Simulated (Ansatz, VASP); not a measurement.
**Si131Ge (amorphous Si): VASP beside Ansatz**

Aim: how closely do two programs agree when they are given the same cell, functional and k mesh? The structure shown is the start of the Ansatz relaxation below; VASP solves that cell, so the two are compared at the walk's first step.

Calculated with Ansatz 0.2.0; plane waves, with VASP 6.6.1 beside it; single point at PBE.

## 1. Set-up

The cell holds 132 atoms: 131 Si and 1 Ge. Its edges and angles: a = 13.966 Å, b = 13.966 Å, c = 13.966 Å, α = 90.0°, β = 90.0°, γ = 90.0°. It derives from Si (amorphous Si). As first built, before any earlier steps moved the atoms (in the runner's words): 132 atoms (132 Si) placed at random at 2.26 g/cm^3, melted at 2500 K for 20 ps at fixed volume with the modified Tersoff potential (Kumagai, Izumi, Hara and Sakai, Comput. Mater. Sci. 39, 457 (2007)). Quenched from 2500 K to 300 K at 20 K/ps and fixed volume, held 5 ps. The density is a measured one. Nearest the centre at fractional (0.598, 0.739, 0.668): Ge132 at 0.00 Å, Si45 at 2.35 Å, Si105 at 2.39 Å, Si72 at 2.42 Å, Si8 at 2.42 Å, Si102 at 3.61 Å, Si89 at 3.62 Å, Si100 at 3.66 Å.

## 2. Ansatz: relaxation, PBE

Ansatz runs on its default PAW (the set named soft_2) files.

The two programs are compared at the cell with which this relaxation starts, whose forces are those of its first step.

File input.yaml:

```yaml
crystal:
  lattice:
    - [13.9657, 0.0, 0.0]
    - [0.0, 13.9657, 0.0]
    - [0.0, 0.0, 13.9657]
  atoms:
    - { symbol: Si, position: [0.10312, 0.18653, 0.36539] }
    - { symbol: Si, position: [0.10274, 0.99833, 0.79225] }
[... 5 atom lines left out ...]
    - { symbol: Si, position: [0.68132, 0.85787, 0.76204] }
    - { symbol: Si, position: [0.91524, 0.71386, 0.9035] }
[... 1 atom line left out ...]
    - { symbol: Si, position: [0.70241, 0.07449, 0.90324] }
[... 1 atom line left out ...]
    - { symbol: Si, position: [0.34599, 0.61802, 0.5845] }
[... 5 atom lines left out ...]
    - { symbol: Si, position: [0.37065, 0.89981, 0.60451] }
[... 2 atom lines left out ...]
    - { symbol: Si, position: [0.92051, 0.72083, 0.55989] }
[... 6 atom lines left out ...]
    - { symbol: Si, position: [0.4459, 0.942, 0.45836] }
    - { symbol: Si, position: [0.95443, 0.8662, 0.62626] }
[... 5 atom lines left out ...]
    - { symbol: Si, position: [0.2795, 0.58398, 0.89401] }
    - { symbol: Si, position: [0.7972, 0.7921, 0.46542] }
[... 2 atom lines left out ...]
    - { symbol: Si, position: [0.57953, 0.45784, 0.57801] }
[... 4 atom lines left out ...]
    - { symbol: Si, position: [0.62269, 0.62513, 0.78915] }
[... 2 atom lines left out ...]
    - { symbol: Si, position: [0.22599, 0.70679, 0.50611] }
    - { symbol: Si, position: [0.45505, 0.80335, 0.36801] }
    - { symbol: Si, position: [0.48138, 0.57162, 0.02636] }
[... 5 atom lines left out ...]
    - { symbol: Si, position: [0.74532, 0.96153, 0.48734] }
[... 2 atom lines left out ...]
    - { symbol: Si, position: [0.57397, 0.46552, 0.74654] }
    - { symbol: Si, position: [0.43277, 0.38495, 0.80586] }
[... 1 atom line left out ...]
    - { symbol: Si, position: [0.55835, 0.03015, 0.18298] }
[... 1 atom line left out ...]
    - { symbol: Si, position: [0.20257, 0.30812, 0.30252] }
[... 6 atom lines left out ...]
    - { symbol: Si, position: [0.71851, 0.3172, 0.39566] }
    - { symbol: Si, position: [0.58438, 0.81482, 0.0028] }
[... 1 atom line left out ...]
    - { symbol: Si, position: [0.49701, 0.23429, 0.84966] }
    - { symbol: Si, position: [0.37962, 0.71623, 0.82808] }
    - { symbol: Si, position: [0.6358, 0.61711, 0.24954] }
[... 2 atom lines left out ...]
    - { symbol: Si, position: [0.11146, 0.55799, 0.08417] }
[... 6 atom lines left out ...]
    - { symbol: Si, position: [0.13109, 0.57139, 0.25268] }
    - { symbol: Si, position: [0.8465, 0.60004, 0.6539] }
[... 1 atom line left out ...]
    - { symbol: Si, position: [0.12787, 0.07927, 0.99608] }
[... 10 atom lines left out ...]
    - { symbol: Si, position: [0.17516, 0.26479, 0.81258] }
[... 1 atom line left out ...]
    - { symbol: Si, position: [0.94272, 0.97957, 0.85788] }
    - { symbol: Si, position: [0.72121, 0.54623, 0.54842] }
[... 1 atom line left out ...]
    - { symbol: Si, position: [0.15063, 0.83316, 0.31658] }
[... 1 atom line left out ...]
    - { symbol: Si, position: [0.25275, 0.8942, 0.18412] }
    - { symbol: Si, position: [0.83997, 0.91519, 0.73215] }
    - { symbol: Si, position: [0.81668, 0.48563, 0.87785] }
    - { symbol: Si, position: [0.75592, 0.0308, 0.64468] }
    - { symbol: Si, position: [0.79761, 0.46667, 0.42104] }
    - { symbol: Si, position: [0.43337, 0.89941, 0.011] }
    - { symbol: Si, position: [0.71232, 0.89069, 0.92485] }
[... 1 atom line left out ...]
    - { symbol: Si, position: [0.53604, 0.16612, 0.55405] }
[... 5 atom lines left out ...]
    - { symbol: Si, position: [0.36853, 0.65071, 0.12858] }
[... 4 atom lines left out ...]
    - { symbol: Si, position: [0.74979, 0.46495, 0.04003] }
[... 2 atom lines left out ...]
    - { symbol: Si, position: [0.09657, 0.38954, 0.06733] }
[... 2 atom lines left out ...]
    - { symbol: Si, position: [0.28052, 0.37251, 0.71648] }
kpoints:
  mp_grid: { grid: [1, 1, 1] }
hamiltonian:
  xc: pbe
scf:
  occupations: { method: gaussian, width: 0.025 }
output:
  forces: true
  eigenvalues: true
relax:
  f_tol: 0.05
  max_steps: 90
```

The run is started by

```sh
$ ansatz run input.yaml --threads 4 --pin off --max-ram 8192MiB --backend cpu --events-out ev --progress --plain --runs-dir out
```

Numbers of over 12 decimals in the logs are rounded to 6 here.

Log:

```text
Engine: ansatz 0.2.0, aarch64-unknown-linux-gnu
Pseudopotentials: kind: paw
Pseudopotential: Si, paw, valence charge 4, recommended cutoff 420 eV (normal), Si.paw.azcp
Pseudopotential: Ge, paw, valence charge 14, recommended cutoff 420 eV (normal), Ge.paw.azcp
Functional definition: PBE
  parameter kappa = 0.804
  parameter beta = 0.066725
  exchange = pbe_x(kappa = kappa, mu = beta*pi^2/3)
  correlation = pbe_c(beta = beta)
Crystal: 132 atoms, lattice volume = 2723.881 Å³
Basis set: ecut = 420 eV, 52971 PW (Γ), exchange–correlation on 192×192×192 points (8 copies of the dense FFT grid, shifted against one another)
Bands: 401, of which v1, the nominal top of the filled ones, is band 269 counted from 1 (268 counted from 0)
Symmetry: 1 space group operations
Space group: P1 (ITA 1), of the structure as read, at distance tolerance 1.4e-4 Å
k-points: 1
Non-local potential: Si, projectors of the file, l = 0: 2, l = 1: 2, l = 2: 2
Non-local potential: Ge, projectors of the file, l = 0: 2, l = 1: 2, l = 2: 3, l = 3: 1
PAW form: soft (Blöchl's): semilocal exchange-correlation on the pseudo side does not see the compensation charge
PAW one-centre angular grid: Si, 110 points (default); XC on 64 Gauss nodes
PAW one-centre angular grid: Ge, 590 points (default); XC on 64 Gauss nodes
Initial density: superposition of atomic densities (neutral atoms: chi_scale 0, normalization atom), corrected by the library's trained network
Initial wavefunctions: pseudopotential atomic-orbital guess
Functional: x = pbe(κ = 0.804, μ = 0.219515), c = pbe(β = 0.066725)
SCF iter   1: F=—  HF=-87558.618035 eV  |F-HF|=—  |Δ(HF+E_count)|=         —  Δρ=3.16e-3  dr2=1.03e0  ethr=1.77e-3  ⟨swp⟩=6.0  Hψ=1848  notcnv=0  defer=65
preconditioner: auto → Resta (q_TF=auto, 2.082 Å⁻¹)  ε∞=5.7  [insulator: Δε(μ)=0.201 eV  Ē_g=7.578 eV  σ=0.025 eV  W_gap=1.00  n_scr=436 (ndim 8)  ℏωp=16.3 eV  f_vac=0.001  D(μ)=0.00/eV (n_scr^D=0)  ε∞_Penn≈5.7]
SCF iter   2: F=—  HF=-87558.520601 eV  |F-HF|=—  |Δ(HF+E_count)|=   9.74e-2  Δρ=1.70e-3  dr2=2.20e-1  ethr=1.92e-4  ⟨swp⟩=2.0  Hψ=464  notcnv=0  defer=102
SCF iter   3: F=—  HF=-87558.505528 eV  |F-HF|=—  |Δ(HF+E_count)|=   1.51e-2  Δρ=8.81e-4  dr2=2.91e-2  ethr=4.08e-5  ⟨swp⟩=3.0  Hψ=431  notcnv=0  defer=124
SCF iter   4: F=—  HF=-87558.507468 eV  |F-HF|=—  |Δ(HF+E_count)|=   1.94e-3  Δρ=3.96e-4  dr2=9.78e-3  ethr=5.41e-6  ⟨swp⟩=1.0  Hψ=401  notcnv=0  defer=124
SCF iter   5: F=—  HF=-87558.507872 eV  |F-HF|=—  |Δ(HF+E_count)|=   4.04e-4  Δρ=9.73e-5  dr2=5.95e-4  ethr=1.82e-6  ⟨swp⟩=3.0  Hψ=546  notcnv=0  defer=124
SCF iter   6: F=—  HF=-87558.508070 eV  |F-HF|=—  |Δ(HF+E_count)|=   1.98e-4  Δρ=2.63e-5  dr2=5.10e-5  ethr=1.11e-7  ⟨swp⟩=2.0  Hψ=546  notcnv=0  defer=124
SCF iter   7: F=-87558.508095 eV  HF=-87558.508095 eV  |F-HF|=8.49e-7  |Δ(HF+E_count)|=   2.46e-5  Δρ=9.43e-6  dr2=4.99e-6  ethr=9.48e-9  ⟨swp⟩=14.0  Hψ=2462  notcnv=0
SCF 1 converged in 7 iterations: F = -87558.508095 eV  dr2 = 4.99e-6
  greatest PAW one-centre occupation: 0.998 electrons in one spin orbital (limit 2), on the Ge atom at site 60 (counted from 0), in its partial waves of l = 2
relax step   1: F+E_penalty+E_count = -87558.50809535 eV  Δ(F+E_penalty+E_count) = +0.000e0 eV  max|allowed force component| = 4.811e-1 eV/Å  Δτ_max = 0.0000 Å  (7 SCF iters, dr2 threshold 6.25e-5 eV, accepted)
Initial density: handed on by an earlier stage of this run
Initial wavefunctions: those handed on with the density
iter 1 solved again at ethr=2.59e-6 eV; its pass at ethr=3.10e-3 eV (dr2=1.40e-2 eV) is discarded
SCF iter   1: F=—  HF=-87558.553310 eV  |F-HF|=—  |Δ(HF+E_count)|=         —  Δρ=7.15e-4  dr2=1.52e-2  ethr=2.59e-6  ⟨swp⟩=3.0  Hψ=1172  notcnv=0  defer=124
preconditioner: auto → Resta (q_TF=auto, 2.082 Å⁻¹)  ε∞=5.7  [insulator: Δε(μ)=0.149 eV  Ē_g=7.574 eV  σ=0.025 eV  W_gap=1.00  n_scr=436 (ndim 8)  ℏωp=16.3 eV  f_vac=0.002  D(μ)=0.01/eV (n_scr^D=0)  ε∞_Penn≈5.7]
SCF iter   2: F=—  HF=-87558.551828 eV  |F-HF|=—  |Δ(HF+E_count)|=   1.48e-3  Δρ=3.83e-4  dr2=3.17e-3  ethr=2.59e-6  ⟨swp⟩=2.0  Hψ=363  notcnv=0  defer=124
SCF iter   3: F=—  HF=-87558.551424 eV  |F-HF|=—  |Δ(HF+E_count)|=   4.04e-4  Δρ=6.95e-5  dr2=1.64e-4  ethr=5.90e-7  ⟨swp⟩=2.0  Hψ=544  notcnv=0  defer=124
iter 4 did not close the SCF: its close was put off for the readings that it lacked (scf_convergence_deferred on its scf_iter line)
SCF iter   4: F=-87558.551419 eV  HF=-87558.551423 eV  |F-HF|=4.48e-6  |Δ(HF+E_count)|=   1.16e-6  Δρ=1.32e-5  dr2=7.83e-6  ethr=3.06e-8  ⟨swp⟩=2.0  Hψ=546  notcnv=0  defer=124
iter 5 did not close the SCF: its close was put off for the readings that it lacked (scf_convergence_deferred on its scf_iter line)
SCF iter   5: F=-87558.551424 eV  HF=-87558.551424 eV  |F-HF|=2.36e-7  |Δ(HF+E_count)|=   5.27e-7  Δρ=6.30e-6  dr2=1.66e-6  ethr=1.46e-9  ⟨swp⟩=2.0  Hψ=546  notcnv=0  defer=124
[...]
- { symbol: Si, position: [0.986940, 0.253026, 0.479826] }
    - { symbol: Si, position: [0.232254, 0.660189, 0.033049] }
    - { symbol: Si, position: [0.445808, 0.941834, 0.458366] }
    - { symbol: Si, position: [0.954510, 0.866283, 0.626354] }
    - { symbol: Si, position: [0.987931, 0.140047, 0.602354] }
    - { symbol: Si, position: [0.912216, 0.245805, 0.953176] }
    - { symbol: Si, position: [0.865849, 0.039093, 0.399828] }
    - { symbol: Si, position: [0.864321, 0.736249, 0.316900] }
    - { symbol: Si, position: [0.959856, 0.618927, 0.045586] }
    - { symbol: Si, position: [0.279126, 0.583796, 0.894280] }
    - { symbol: Si, position: [0.798108, 0.792634, 0.464376] }
    - { symbol: Si, position: [0.303262, 0.051078, 0.209002] }
    - { symbol: Si, position: [0.040110, 0.699480, 0.324174] }
    - { symbol: Si, position: [0.579539, 0.458063, 0.578054] }
    - { symbol: Si, position: [0.661488, 0.247723, 0.886070] }
    - { symbol: Si, position: [0.105481, 0.376943, 0.485672] }
    - { symbol: Si, position: [0.026218, 0.129280, 0.227429] }
    - { symbol: Si, position: [0.404792, 0.463337, 0.338492] }
    - { symbol: Si, position: [0.622921, 0.623703, 0.790772] }
    - { symbol: Si, position: [0.940053, 0.771692, 0.103620] }
    - { symbol: Si, position: [0.931998, 0.993072, 0.250166] }
    - { symbol: Si, position: [0.225380, 0.706760, 0.505905] }
    - { symbol: Si, position: [0.454862, 0.803318, 0.367811] }
    - { symbol: Si, position: [0.481016, 0.571571, 0.026422] }
[...]
- { symbol: Ge, position: [0.597331, 0.739442, 0.666027] }
[...]
- { symbol: Si, position: [0.382586, 0.456634, 0.951269] }
    - { symbol: Si, position: [0.749885, 0.465007, 0.039995] }
    - { symbol: Si, position: [0.225445, 0.529519, 0.676332] }
    - { symbol: Si, position: [0.531920, 0.866979, 0.233389] }
    - { symbol: Si, position: [0.096690, 0.389563, 0.067365] }
    - { symbol: Si, position: [0.629030, 0.022178, 0.754473] }
    - { symbol: Si, position: [0.856092, 0.125759, 0.849559] }
    - { symbol: Si, position: [0.280396, 0.372340, 0.716572] }
```

In the SCF lines HF is the Harris–Foulkes energy and dr2 the Hartree energy of the density residual, in eV; the loop may stop once dr2 is under the threshold and the program's other checks hold. Hψ counts applications of the Hamiltonian.

## 3. VASP: single point, PBE, start cell

The same cell, functional, mesh and smearing now go to VASP, with its own data sets.

Lines of VASP's logs that name or quote its potential files are left out, and so is its time.

File INCAR:

```
SYSTEM = Si131Ge
PREC = Accurate
ENCUT = 410
EDIFF = 1E-06
NELM = 120
ISMEAR = 0
SIGMA = 0.025
LREAL = Auto
ALGO = Normal
GGA = PE
NBANDS = 361
LORBIT = 11
LWAVE = .FALSE.
LCHARG = .FALSE.
ISIF = 2
LASPH = .TRUE.
GGA_COMPAT = .FALSE.
EFERMI = MIDGAP
```

File POSCAR:

```
Si131Ge
1.0
   13.9657000000      0.0000000000      0.0000000000
    0.0000000000     13.9657000000      0.0000000000
    0.0000000000      0.0000000000     13.9657000000
Si Ge
131 1
Direct
    0.1031169222      0.1865284232      0.3653880579
    0.1027374210      0.9983316268      0.7922481508
[... 5 atom lines left out ...]
    0.6813192321      0.8578732180      0.7620384227
    0.9152423437      0.7138632507      0.9034992875
[... 1 atom line left out ...]
    0.7024066105      0.0744896425      0.9032415131
[... 1 atom line left out ...]
    0.3459905340      0.6180212950      0.5845034621
[... 5 atom lines left out ...]
    0.3706509520      0.8998116815      0.6045096200
[... 2 atom lines left out ...]
    0.9205123982      0.7208303200      0.5598931668
[... 6 atom lines left out ...]
    0.4458995969      0.9420007590      0.4583586931
    0.9544312136      0.8662007633      0.6262629156
[... 5 atom lines left out ...]
    0.2794990584      0.5839807528      0.8940117574
    0.7972031477      0.7920977824      0.4654188476
[... 2 atom lines left out ...]
    0.5795269840      0.4578431443      0.5780089791
[... 4 atom lines left out ...]
    0.6226898759      0.6251315724      0.7891476976
[... 2 atom lines left out ...]
    0.2259893883      0.7067887754      0.5061114015
    0.4550505882      0.8033467710      0.3680087643
    0.4813793795      0.5716219022      0.0263574329
[... 5 atom lines left out ...]
    0.7453188884      0.9615271701      0.4873368324
[... 2 atom lines left out ...]
    0.5739705135      0.4655190932      0.7465433168
    0.4327674230      0.3849502710      0.8058600715
[... 1 atom line left out ...]
    0.3536235205      0.0445520096      0.6861310210
[... 1 atom line left out ...]
    0.7159898895      0.3756274301      0.7863766227
[... 6 atom lines left out ...]
    0.5843817353      0.8148177320      0.0027997164
    0.6650364822      0.7003014528      0.5135582176
[... 1 atom line left out ...]
    0.3796229333      0.7162333431      0.8280787930
    0.6358005685      0.6171119242      0.2495399443
    0.5925302706      0.0341622690      0.4581295603
[... 2 atom lines left out ...]
    0.2112890868      0.8525530407      0.5815318960
[... 6 atom lines left out ...]
    0.8465025026      0.6000415303      0.6539020600
    0.4984068110      0.1232090049      0.7161832203
[... 1 atom line left out ...]
    0.5257165770      0.6863171914      0.9117480685
[... 10 atom lines left out ...]
    0.7926276520      0.6354711901      0.8087671939
[... 1 atom line left out ...]
    0.7212098212      0.5462311234      0.5484222058
    0.4647028076      0.5411830413      0.4785510214
[... 1 atom line left out ...]
    0.4270176217      0.7481472465      0.6673779331
[... 1 atom line left out ...]
    0.8399722176      0.9151922209      0.7321509126
    0.8166794360      0.4856326572      0.8778507343
    0.7559234410      0.0307968809      0.6446794647
    0.7976112905      0.4666719176      0.4210386876
    0.4333688967      0.8994106991      0.0109983746
    0.7123166043      0.8906893317      0.9248516007
    0.3171770839      0.8595773932      0.8966109826
[... 1 atom line left out ...]
    0.2953235427      0.7390105759      0.3567597757
[... 5 atom lines left out ...]
    0.5489234338      0.6645280938      0.3980180012
[... 4 atom lines left out ...]
    0.2259893883      0.5298767695      0.6763212728
[... 2 atom lines left out ...]
    0.6285685644      0.0215886064      0.7538612458
[... 2 atom lines left out ...]
    0.5975998339      0.7390392175      0.6681226147
```

File KPOINTS:

```
Automatic mesh
0
Gamma
1 1 1
0 0 0
```

PAW data sets: Si and Ge_d (PBE family, release 64).

The run is started by

```sh
$ export OMP_NUM_THREADS=3
$ mpirun -np 1 vasp_gam
```

Log:

```text
[banner, memory and clock lines left out]
running    1 mpi-ranks, on    1 nodes
[...]
Offloading initialized ...    1 GPUs detected
[...]
LDA part: xc-table for (Slater+PW92), standard interpolation
 POSCAR, INCAR and KPOINTS ok, starting setup
[...]
entering main loop
       N       E                     dE             d eps       ncg     rms          rms(c)
DAV:   1     0.262245025691E+04    0.26225E+04   -0.19826E+05   730   0.115E+03
DAV:   2    -0.322013585057E+03   -0.29445E+04   -0.27435E+04   898   0.215E+02
DAV:   3    -0.683335278207E+03   -0.36132E+03   -0.34845E+03   891   0.814E+01
DAV:   4    -0.700610619972E+03   -0.17275E+02   -0.17031E+02   908   0.214E+01
[...]
DAV:  17    -0.687545407164E+03   -0.30830E-05   -0.14808E-06   612   0.166E-03    0.249E-03
DAV:  18    -0.687545409004E+03   -0.18394E-05   -0.11490E-06   532   0.143E-03    0.239E-03
DAV:  19    -0.687545409078E+03   -0.74263E-07   -0.22186E-07   460   0.731E-04
   1 F= -.68754541E+03 E0= -.68754541E+03  d E =-.421490E-05
```

Parts of OUTCAR (step 3):

```text
  FREE ENERGIE OF THE ION-ELECTRON SYSTEM (eV)
  ---------------------------------------------------
  free  energy   TOTEN  =      -687.5454090781 eV

  energy  without entropy=     -687.5454048632  energy(sigma->0) =     -687.54540697
```

The run ends at a pressure of -0.21 GPa, with forces up to 0.55 eV/Å.

## 4. Side by side

Known differences besides the potentials themselves: the cutoff is 420 eV in Ansatz and 410 eV in VASP (PREC = Accurate, projectors in real space). Total energies have different zeros and are not compared.

Forces on 10 of the 132 atoms, those with the largest forces and the largest differences (eV/Å; atoms numbered as in POSCAR):

```tsv
atom	Ansatz x, y, z	VASP x, y, z
Si8	0.246, 0.304, 0.253	0.248, 0.307, 0.253
Si24	0.011, -0.005, 0.001	0.014, 0.001, -0.005
Si45	0.088, -0.373, 0.403	0.088, -0.367, 0.405
Si55	0.001, 0.002, 0.001	0.005, -0.003, 0.005
Si72	0.176, -0.115, -0.372	0.178, -0.117, -0.372
Si88	-0.008, 0.000, 0.000	-0.007, -0.002, 0.007
Si89	0.005, -0.020, 0.003	0.005, -0.021, 0.005
Si105	-0.481, 0.026, 0.009	-0.478, 0.027, 0.010
Si107	-0.013, -0.006, 0.009	-0.011, -0.006, 0.003
Ge132	-0.006, 0.152, -0.302	-0.007, 0.150, -0.300
```

The forces differ by 2.3 meV/Å r.m.s., which is 4.5 % of the r.m.s. force of 0.052 eV/Å (both taken over all components).

## 5. Results

| Quantity | Value |
| --- | --- |
| r.m.s. force difference (single point, PBE, start cell) | 2.3 meV/Å |

What this shows: The r.m.s. force difference is 2.3 meV/Å (single point, PBE, start cell), within the 12 meV/Å picked in this series as the mark of a large difference. 1 further run of this series is not shown here. How closely two codes agree says nothing of how well the functional describes the real material.

[Lines on the potential files, build, host, timing and source positions are cut from VASP's logs without a mark.]

[Logs are printed without paths, hosts, clocks, repeated set-up lines and the standing remarks that a program may print on its own settings, such as how far it seeks lower states.]

[Hosts, paths, dates, database ids (printed as entryN), source tags and the programs' standing remarks are cut or masked in the printed files.]
